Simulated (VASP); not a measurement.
Given:

```
PbF2
1.0
    0.00000     3.04571     3.04571
    3.04571     0.00000     3.04571
    3.04571     3.04571     0.00000
Pb F
1 2
Direct
  0.00000   0.00000   0.00000
  0.25000   0.25000   0.25000
  0.75000   0.75000   0.75000
```

These are RPBE GGA, VASP's PBE PAW potentials (set 64) (plane waves; VASP) values and carry that method's errors. Numerical set-up: 520 eV cut-off, 7×7×7 Γ-centred mesh, tetrahedra with Blöchl corrections, potentials Pb_d F.

Task: What does the run give for the energy per atom (σ→0)?

Result: 
| Property | Result |
|---|---|
| energy per atom (σ→0) | -4.517 eV/atom |

The absolute energy has meaning only against runs of the same code, potentials and settings.

The compound is PbF2 in the fluorite structure, the β form. It was relaxed first, which changed the volume by +8 %.
